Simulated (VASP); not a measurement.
## LaBRh3 with r2SCAN + rVV10: from relaxation to properties

How well does r2SCAN + rVV10 reproduce what experiment finds for LaBRh3? The cell is relaxed first, and properties follow on it. The steps: relaxing cell and atoms (r2SCAN + rVV10), single point with fields (r2SCAN + rVV10), bands along the symmetry lines (r2SCAN + rVV10), density of states (r2SCAN + rVV10) and vibrations at Γ (r2SCAN + rVV10). The start is a cell from a database of measured crystal structures.

Method: r2SCAN with rVV10; plane waves and PAW (La, B, Rh_pv), in VASP 6.6.1.

Experimental background.

For LaRh3B, cubic perovskite (arc melted, annealed at 800 C, 300 K), “Magnetic Behavior in RRhX (R = rare earths; X=B, C) Compounds” (2009, arxiv:0909.0460) gives, by powder XRD, Rietveld: lattice constant a (cubic a) 4.252 Å.

Most raw output is cut from this account.

## 1. Set-up

Before any relaxation, the start is as follows. Symmetry: Pm-3m, No. 221, cubic system. Conventional cell: a = 4.242 Å, b = 4.242 Å, c = 4.242 Å, α = 90.00°, β = 90.00°, γ = 90.00°. La has 12 Rh at 3.00 Å and 8 B at 3.67 Å nearest. Nearest to B lie 6 Rh at 2.12 Å and 8 La at 3.67 Å. Nearest to Rh lie 2 B at 2.12 Å and 8 Rh at 3.00 Å and 4 La at 3.00 Å. Farther neighbours are not listed.

## 2. Relaxing cell and atoms (r2SCAN + rVV10)

The start need not lie at this functional's minimum. ISIF = 3 frees volume, shape and positions, and EDIFFG sets the threshold on forces and stress at which the search stops. r2SCAN adds the kinetic-energy density, costs more than a GGA and is run with LASPH. LUSE_VDW switches on a nonlocal correlation term for dispersion.

Input file INCAR:

```
SYSTEM = LaBRh3
PREC = Accurate
ENCUT = 420
EDIFF = 1E-06
NELM = 100
ISMEAR = 1
SIGMA = 0.2
LREAL = .FALSE.
ALGO = Normal
METAGGA = R2SCAN
LUSE_VDW = .TRUE.
IVDW_NL = 2
BPARAM = 11.95
CPARAM = 0.0093
LASPH = .TRUE.
NBANDS = 36
LORBIT = 11
LWAVE = .FALSE.
LCHARG = .FALSE.
KPAR = 4
IBRION = 2
NSW = 60
ISIF = 3
EDIFFG = -0.01
```

Input file POSCAR:

```
LaBRh3
1.0
    4.2420000000      0.0000000000      0.0000000000
    0.0000000000      4.2420000000      0.0000000000
    0.0000000000      0.0000000000      4.2420000000
La B Rh
1 1 3
Direct
    0.0000000000      0.0000000000      0.0000000000
    0.5000000000      0.5000000000      0.5000000000
    0.0000000000      0.5000000000      0.5000000000
    0.5000000000      0.0000000000      0.5000000000
    0.5000000000      0.5000000000      0.0000000000
```

Input file KPOINTS:

```
Automatic mesh
0
Gamma
5 5 5
0 0 0
```

PAW data sets: La, B and Rh_pv (PBE family, release 64).

Launch:

```
$ mpirun -np 4 vasp_std
```

Run time: 2.3 min. Hardware: 4 MPI ranks of AMD EPYC 7R43, shared host; peak memory 1 GiB; 9.1 min of CPU time.

This run has no spin polarisation. Its electron count is odd, so without a moment it is a metal by construction. The k-mesh is coarse for a metal. The PAW data sets were made with PBE, which is usual practice but a small mismatch for other functionals. The run keeps the 48 symmetry operations of its start, so it cannot find a distortion of lower symmetry.

Little changed from the start: no atom moved by 0.005 Å and no cell edge by 0.1 %.

This step gave:

```
electrons                       : 59
bands                           : 36
irreducible k-points            : 10
symmetry operations             : 48
free energy (TOTEN)             : -112.0199 eV
energy at zero smearing         : -112.0194 eV
Fermi energy                    : 10.39 eV
pressure                        : 0.01377 GPa
metallic                        : yes
SCF cycles over all ionic steps : 29
```

It ends with forces that vanish by symmetry and a pressure of 0.01 GPa. The volume lies +0.1 % from that of the database's start.

## 3. Single point with fields (r2SCAN + rVV10)

A single point on the relaxed cell gives a clean self-consistent state, with density, ELF and potential written out.

Edit INCAR of step 2 so:

```diff
@@ -18,7 +18,5 @@
 LWAVE = .FALSE.
-LCHARG = .FALSE.
-KPAR = 4
-IBRION = 2
-NSW = 60
-ISIF = 3
-EDIFFG = -0.01
+LCHARG = .TRUE.
+ISIF = 2
+LELF = .TRUE.
+LVHAR = .TRUE.
```

Edit POSCAR of step 2 so:

```diff
@@ -2,5 +2,5 @@
 1.0
-    4.2420000000      0.0000000000      0.0000000000
-    0.0000000000      4.2420000000      0.0000000000
-    0.0000000000      0.0000000000      4.2420000000
+    4.2430011694      0.0000000000      0.0000000000
+    0.0000000000      4.2430011694      0.0000000000
+    0.0000000000      0.0000000000      4.2430011694
 La B Rh
```

KPOINTS is that of step 2.

Launch:

```
$ mpirun -np 4 vasp_std
```

The job ended after 41 s (4 MPI ranks; peak memory 0.58 GiB).

Numbers from this step:

```yaml
scf_cycles: 15
pressure: -0.006749 GPa
```

Valence electrons inside each PAW sphere by angular momentum. Sphere charges, by row:

| atom | s (e) | p (e) | d (e) | f (e) | tot (e) |
| --- | --- | --- | --- | --- | --- |
| La1 | 2.039 | 5.638 | 0.822 | 0.217 | 8.715 |
| B2 | 0.749 | 1.098 | 0 | 0 | 1.847 |
| Rh3 | 0.384 | 6.245 | 7.329 | 0 | 13.96 |
| Rh4 | 0.384 | 6.245 | 7.329 | 0 | 13.96 |
| Rh5 | 0.384 | 6.245 | 7.329 | 0 | 13.96 |

Valence density in the ac plane at fractional y = 0.500, with atoms of B and Rh within 0.2 Å of it. It is the smooth field of the valence electrons, not physical close to the nuclei.

Values in e/Å³, 14 rows by 14 columns, each cell a mean:
```
0.1 0.1 0.2 0.4 1.2 4.3 7.4 8.4 6.5 2.8 0.8 0.3 0.2 0.1
0.2 0.2 0.2 0.3 0.7 2.2 4.2 5.1 3.6 1.4 0.5 0.2 0.2 0.2
0.3 0.3 0.2 0.3 0.4 0.7 1.3 1.5 1.1 0.5 0.3 0.2 0.2 0.3
0.9 0.7 0.4 0.3 0.3 0.4 0.6 0.7 0.5 0.4 0.3 0.3 0.5 0.8
3.4 2.4 1.0 0.5 0.4 0.5 0.6 0.6 0.6 0.4 0.4 0.5 1.4 2.8
7.6 5.7 2.4 0.8 0.5 0.6 0.6 0.6 0.6 0.6 0.5 1.1 3.6 6.5
9.4 7.5 3.4 1.1 0.6 0.7 0.5 0.4 0.6 0.6 0.7 1.5 5.1 8.4
8.4 6.5 2.8 0.9 0.6 0.6 0.6 0.5 0.6 0.6 0.6 1.3 4.2 7.4
5.1 3.6 1.4 0.6 0.4 0.5 0.6 0.7 0.6 0.5 0.4 0.7 2.2 4.3
1.5 1.0 0.5 0.3 0.3 0.4 0.6 0.6 0.5 0.4 0.3 0.4 0.7 1.2
0.4 0.4 0.3 0.3 0.3 0.6 0.9 1.1 0.8 0.5 0.3 0.3 0.3 0.4
0.2 0.2 0.2 0.3 0.5 1.4 2.8 3.4 2.4 1.0 0.4 0.2 0.2 0.2
0.1 0.1 0.2 0.4 1.0 3.6 6.5 7.5 5.7 2.4 0.7 0.3 0.2 0.1
0.1 0.1 0.2 0.4 1.5 5.1 8.4 9.4 7.6 3.4 0.9 0.3 0.2 0.1
```
Columns run along a (4.2 Å), rows up along c (4.2 Å). Atoms in or near the plane, at fractional coordinates: B at (0.50, 0.50), Rh at (0.00, 0.50), Rh at (0.50, 0.00).

ELF in the ac plane at fractional y = 0.500, with atoms of B and Rh within 0.2 Å of it. It is the smooth field of the valence electrons, not physical close to the nuclei.

Ten even steps from '_' (0.01) to '@' (0.61), each cell a mean:
```
::--====++++::..--**====----
----======++++++++++======--
========--==++++==--========
++==--==++********++++======
****====##@@@@@@@@@@++--++**
::==++==##@@++==##@@**==++--
__::**++%%%%::__==@@**++++..
..--**++##@@==::++@@**++++::
++**++==##@@@@%%@@@@**==++++
**++--==**####%%####++--==++
============++++============
--======--++****++==--======
----====++**--::==**====----
::----==**++..__::**++==--::
```
Columns run along a (4.2 Å), rows up along c (4.2 Å). Atoms in or near the plane, at fractional coordinates: B at (0.50, 0.50), Rh at (0.00, 0.50), Rh at (0.50, 0.00).

Electrostatic potential energy in the ac plane at fractional y = 0.500, with atoms of B and Rh within 0.2 Å of it. With pseudopotentials it is smooth inside the atoms' cores, unlike the true potential.

Ten even steps from '_' (-68 eV) to '@' (3 eV), each cell a mean:
```
@@@@@@@@**::____..==##@@@@@@
@@@@@@@@%%==::::--**%%@@@@@@
@@@@@@@@@@##**++**%%@@@@@@@@
##%%@@@@@@@@%%%%%%@@@@@@%%##
--==##@@@@%%##**##@@@@%%**==
__..==##%%**++**++##%%**--..
____--##%%++##@@****%%++::__
__..==##%%****##++##%%**::__
::--**%%@@%%**++**%%@@##==::
**##%%@@@@@@%%%%%%@@@@@@%%**
@@@@@@@@@@%%######@@@@@@@@@@
@@@@@@@@%%**==--==##@@@@@@@@
@@@@@@@@##--..__..==%%@@@@@@
@@@@@@@@**::______--##@@@@@@
```
Columns run along a (4.2 Å; values clipped at the 3rd and 97th percentile), rows up along c (4.2 Å). Atoms in or near the plane, at fractional coordinates: B at (0.50, 0.50), Rh at (0.00, 0.50), Rh at (0.50, 0.00).

In this run the pressure is -0.01 GPa, small enough to go on.

## 4. Bands along the symmetry lines (r2SCAN + rVV10)

Levels along the symmetry lines show where the bands peak and cross; KPOINTS_OPT computes them in the converged potential.

Edit INCAR of step 3 so:

```diff
@@ -15,8 +15,6 @@
 LASPH = .TRUE.
-NBANDS = 36
+NBANDS = 45
 LORBIT = 11
 LWAVE = .FALSE.
-LCHARG = .TRUE.
-ISIF = 2
-LELF = .TRUE.
-LVHAR = .TRUE.
+LCHARG = .FALSE.
+KPAR = 4
```

POSCAR is that of step 3.

KPOINTS is that of step 3.

Input file KPOINTS_OPT:

```
Line mode
16
Line-mode
Reciprocal
  0.00000000   0.00000000   0.00000000 GAMMA
  0.00000000   0.50000000   0.00000000 X

  0.00000000   0.50000000   0.00000000 X
  0.50000000   0.50000000   0.00000000 M

  0.50000000   0.50000000   0.00000000 M
  0.00000000   0.00000000   0.00000000 GAMMA

  0.00000000   0.00000000   0.00000000 GAMMA
  0.50000000   0.50000000   0.50000000 R

  0.50000000   0.50000000   0.50000000 R
  0.00000000   0.50000000   0.00000000 X

  0.50000000   0.50000000   0.00000000 M
  0.50000000   0.50000000   0.50000000 R
```

Launch:

```
$ mpirun -np 4 vasp_std
```

Run time: 3.2 min. Hardware: 4 MPI ranks; peak memory 0.98 GiB; 13 min of CPU time.

Spin-orbit coupling is off here; with elements this heavy it splits and shifts levels by tenths of an eV or more.

This step gave:

```
bands    : 45
pressure : -0.001548 GPa
```

Electronic bands along the path, in eV, zero at the Fermi level; # counts the bands kept:

| point | #13 | #14 | #15 | #16 | #17 | #18 | #19 | #20 |
| --- | --- | --- | --- | --- | --- | --- | --- | --- |
| Γ | -0.61 | -0.61 | -0.61 | 0.16 | 0.27 | 0.27 | 0.27 | 3.64 |
| 0.53 of the way | -1.53 | -1.37 | -0.56 | -0.35 | 0.27 | 1.49 | 1.49 | 3.54 |
| X | -1.24 | -1.24 | -1.12 | -0.85 | 0.27 | 1.82 | 1.82 | 3.40 |
| 0.47 of the way | -1.71 | -1.27 | -1.13 | -0.91 | -0.45 | 1.68 | 2.65 | 2.91 |
| M | -1.71 | -1.51 | -1.25 | -1.12 | -0.37 | 1.74 | 1.74 | 3.45 |
| 0.47 of the way | -1.59 | -1.33 | -0.96 | -0.59 | -0.32 | 1.47 | 2.51 | 3.01 |
| Γ | -0.61 | -0.61 | -0.61 | 0.16 | 0.27 | 0.27 | 0.27 | 3.64 |
| 0.47 of the way | -1.40 | -1.40 | -1.21 | -0.90 | 0.15 | 1.79 | 1.79 | 3.20 |
| R | -1.47 | 0.06 | 0.06 | 0.06 | 2.19 | 2.19 | 2.19 | 2.89 |
| 0.47 of the way | -1.45 | -1.44 | -1.28 | -0.16 | -0.10 | 1.96 | 2.09 | 2.98 |
| X | -1.24 | -1.24 | -1.12 | -0.85 | 0.27 | 1.82 | 1.82 | 3.40 |
| jump to M | -1.71 | -1.51 | -1.25 | -1.12 | -0.37 | 1.74 | 1.74 | 3.45 |
| 0.53 of the way | -1.37 | -0.72 | -0.72 | -0.31 | 1.36 | 1.80 | 1.80 | 2.28 |
| R | -1.47 | 0.06 | 0.06 | 0.06 | 2.19 | 2.19 | 2.19 | 2.89 |

Of the projections kept (La, B, Rh), the largest for each band there; the rest of the weight can lie on other orbitals:

```
point      #13      #14      #15      #16      #17      #18      #19      #20
    Γ   B 0.54   B 0.54   B 0.54  Rh 1.00  Rh 1.00  Rh 1.00  Rh 1.00  La 0.96
    X  Rh 0.96  Rh 0.96  Rh 0.90  Rh 1.00  Rh 1.00  Rh 0.69  Rh 0.69  Rh 0.55
    M  Rh 0.92  Rh 1.00  Rh 0.94  Rh 1.00  La 0.58  Rh 0.86  Rh 0.86  La 0.63
    Γ   B 0.54   B 0.54   B 0.54  Rh 1.00  Rh 1.00  Rh 1.00  Rh 1.00  La 0.97
    R  Rh 0.93  Rh 1.00  Rh 1.00  Rh 1.00  Rh 0.82  Rh 0.82  Rh 0.82  La 0.62
    X  Rh 0.96  Rh 0.96  Rh 0.90  Rh 1.00  Rh 1.00  Rh 0.69  Rh 0.69  Rh 0.55
```

There is no gap at this level.

## 5. Density of states (r2SCAN + rVV10)

Here the states are counted by energy and projected on the atoms. The mesh is finer than in the run before.

Edit INCAR of step 4 so:

```diff
@@ -5,3 +5,3 @@
 NELM = 100
-ISMEAR = 1
+ISMEAR = -5
 SIGMA = 0.2
@@ -20 +20,2 @@
 KPAR = 4
+NEDOS = 2001
```

POSCAR is that of step 4.

Input file KPOINTS:

```
Automatic mesh
0
Gamma
8 8 8
0 0 0
```

Launch:

```
$ mpirun -np 4 vasp_std
```

It took 1.8 min on 4 MPI ranks; peak memory 1.2 GiB; 7.2 min of CPU time.

With tetrahedra the forces and stress of a metal are not exact derivatives of the energy.

This step gave:

* SCF cycles: 14
* irreducible k-points: 35
* free energy (TOTEN): -112.0387 eV
* Fermi energy: 10.34 eV
* pressure: 0.1480 GPa
* DOS at the Fermi level: 4.598 states/eV/cell

The density of states has structure finer than the step of the table below, so its rows give means over 1 eV, whole bins alone (the curve runs from -12.0 to 3.81 eV). Peaks (eV: height): total -2.9: 10.3, -2.5: 11.9, -1.8: 9.95, -1.4: 14.2; Rh d -2.9: 6.99, -2.5: 8.89, -1.8: 7.67, -1.4: 11.9; La d -2.9: 0.446, 3.6: 1.88; Rh s -5.4: 0.221, -3.0: 0.356, 1.7: 0.820, 2.2: 0.428; B p -5.3: 0.4, -4.5: 0.451, 1.7: 0.479, 2.2: 0.285.

States under -12.0 eV and over 3.8 eV are left out. The density of states by energy, zero at the Fermi level; means over each step; 7 of 8 lines; values in states/eV/cell:

```
energy (eV)   total    Rh d     La d     Rh s      B p     Rh p     La f
        -11       0       0        0        0        0        0        0
        -10   0.307  0.0770   5.8e-5   0.0481  0.00179  0.00573        0
         -9    1.10   0.261  0.00158    0.134   0.0118   0.0528   9.4e-6
         -8   0.545   0.111  0.00244   0.0545   0.0124   0.0419   9.4e-5
         -7  0.0443  0.0102   3.7e-4  0.00411  0.00267  0.00357   9.3e-6
         -6   0.979   0.452   0.0117    0.104    0.161   0.0166   7.2e-4
         -5    2.59    1.24   0.0270    0.173    0.373    0.111  0.00737
         -4    3.71    2.25    0.120    0.102    0.200    0.115   0.0146
         -3    6.74    4.54    0.266    0.210    0.105    0.106   0.0332
         -2    8.59    6.52    0.229    0.146    0.121    0.145   0.0636
         -1    6.64    5.05    0.129    0.123   0.0845    0.183   0.0893
          0    2.55    2.08   0.0410   0.0344   0.0165   0.0657  0.00652
          1   0.506   0.258   0.0154   0.0279   0.0404   0.0429  0.00556
          2    3.56    1.76    0.239    0.350    0.269    0.210   0.0777
          3    2.89   0.731    0.643   0.0563   0.0712    0.245    0.337
```

The finer mesh and the other smearing move the Fermi level by -0.06 eV from the 5×5×5 run, one measure of the sampling error in the zero of the bands above. Of the states within 0.3 eV of the Fermi level, the largest shares in the PAW spheres are Rh d 87 %. The rest lies in smaller channels or between the spheres.

## 6. Vibrations at Γ (r2SCAN + rVV10)

Zone-centre modes test whether the atoms sit at a minimum within this cell. IBRION = 6 takes the force constants from differences of forces between displaced cells, so the forces must be tight.

Input file INCAR:

```
SYSTEM = LaBRh3
PREC = Accurate
ENCUT = 420
EDIFF = 1E-08
NELM = 100
ISMEAR = 1
SIGMA = 0.2
LREAL = .FALSE.
ALGO = Normal
METAGGA = R2SCAN
LUSE_VDW = .TRUE.
IVDW_NL = 2
BPARAM = 11.95
CPARAM = 0.0093
LASPH = .TRUE.
NBANDS = 36
LORBIT = 11
LWAVE = .FALSE.
LCHARG = .FALSE.
KPAR = 4
IBRION = 6
NFREE = 2
POTIM = 0.015
ISIF = 2
NSW = 1
```

POSCAR is that of step 5.

Input file KPOINTS:

```
Automatic mesh
0
Gamma
7 7 7
0 0 0
```

Launch:

```
$ mpirun -np 4 vasp_std
```

The job ended after 14 min (4 MPI ranks; peak memory 1.7 GiB).

The last energy, forces, stress and levels in OUTCAR belong to the last displaced cell, not to the cell of POSCAR.

This step gave:

| Item | Value |
| --- | --- |
| bands | 36 |
| irreducible k-points | 20 |
| pressure of the cell | 0.2100 GPa |
| largest force of the cell | 0 eV/Å |

The modes at Γ (shares of kinetic energy by element, %):

| mode | frequency (cm⁻¹) | symmetry | La % | B % | Rh % |
| --- | --- | --- | --- | --- | --- |
| 1 | -1.9 | acoustic | 29 | 3 | 68 |
| 2 | -1.9 | acoustic | 29 | 3 | 68 |
| 3 | -1.9 | acoustic | 29 | 3 | 68 |
| 4 | 92.1 | T1u | 14 | 10 | 76 |
| 5 | 92.1 | T1u | 14 | 10 | 76 |
| 6 | 92.1 | T1u | 14 | 10 | 76 |
| 7 | 136.2 | T2u | 0 | 0 | 100 |
| 8 | 136.2 | T2u | 0 | 0 | 100 |
| 9 | 136.2 | T2u | 0 | 0 | 100 |
| 10 | 155.8 | T1u | 57 | 0 | 43 |
| 11 | 155.8 | T1u | 57 | 0 | 43 |
| 12 | 155.8 | T1u | 57 | 0 | 43 |
| 13 | 475.3 | T1u | 0 | 87 | 13 |
| 14 | 475.3 | T1u | 0 | 87 | 13 |
| 15 | 475.3 | T1u | 0 | 87 | 13 |

Displacements in mode 4 (92.1 cm⁻¹), the largest set to 1:
```
La1  0.11 -0.01  0.33
B2  -0.33  0.02 -1.00
Rh3 -0.27  0.00  0.26
Rh4  0.09  0.01  0.26
Rh5  0.09  0.00 -0.82
```

Displacements in mode 10 (155.8 cm⁻¹), the largest set to 1:
```
La1  0.02 -0.02 -1.00
B2   0.01  0.00 -0.29
Rh3  0.00  0.01  0.71
Rh4 -0.01  0.00  0.71
Rh5 -0.01  0.01 -0.06
```

The three acoustic modes lie within 1.9 cm⁻¹ of zero, and all others are real. By the characters of their eigenvectors the optical modes sort into (cm⁻¹) infrared active: T1u 92, T1u 156, T1u 475; silent: T2u 136.

## 7. Results

| Quantity | Value |
| --- | --- |
| relaxed volume | 15.28 Å³/atom |
| relaxed conventional cell a, b, c | 4.243, 4.243, 4.243 Å |
| space group after relaxing, within 0.02 Å | Pm-3m (No. 221) |
| band gap | none, a metal |
| DOS at the Fermi level | 4.60 states/eV/cell |
| highest zone-centre mode | 475 cm⁻¹ |

**Reading.** With r2SCAN + rVV10, LaBRh3 relaxes to 15.28 Å³/atom in space group Pm-3m (held by the symmetry of the run) and comes out as a metal. Against the listed cell the volume lies +0.1 %. Bands along the symmetry lines (r2SCAN + rVV10): Of the bands kept, 4 cross the Fermi level on this path. Vibrations at Γ (r2SCAN + rVV10): The highest mode in this list at Γ, 475.3 cm⁻¹, is mostly motion of B (87 % of the kinetic energy). Spin-orbit coupling is left out, and with elements this heavy it would split and shift bands near the Fermi level. The k-sampling is coarse for a metal, so the Fermi level, pressures and the shape of the cell carry errors. With an odd electron count and no spin the cell is a metal by construction. Modes at Γ alone can't show that the crystal is stable at other wave vectors. No search among competing phases was made, and a listed structure need not be the one stable at ambient conditions. All values are for a static lattice at zero temperature.

Calculation against experiment:

```
              quantity  measured  r2SCAN with rVV10
lattice constant a (Å)     4.252     4.243 (-0.2 %)
```

Measured values from arxiv:0909.0460 (2009).

How well it matches: The lattice constant a is off by -0.2 %: good agreement. The grades are ours: good and fair within 0.7 and 1.5 % for the lattice constant a. Zero-point motion and thermal expansion (measured at up to 300 K) are not in the computed lattice constants.

[Lines on the potential files, build, host, timing and source positions are cut from VASP's logs without a mark.]

[Logs are printed without paths, hosts, clocks, repeated set-up lines and the standing remarks that a program may print on its own settings, such as how far it seeks lower states.]

[Hosts, paths, dates, database ids (printed as entryN), source tags and the programs' standing remarks are cut or masked in the printed files.]

[A measured line is paired with the nearest computed mode of its activity, which favours agreement.]
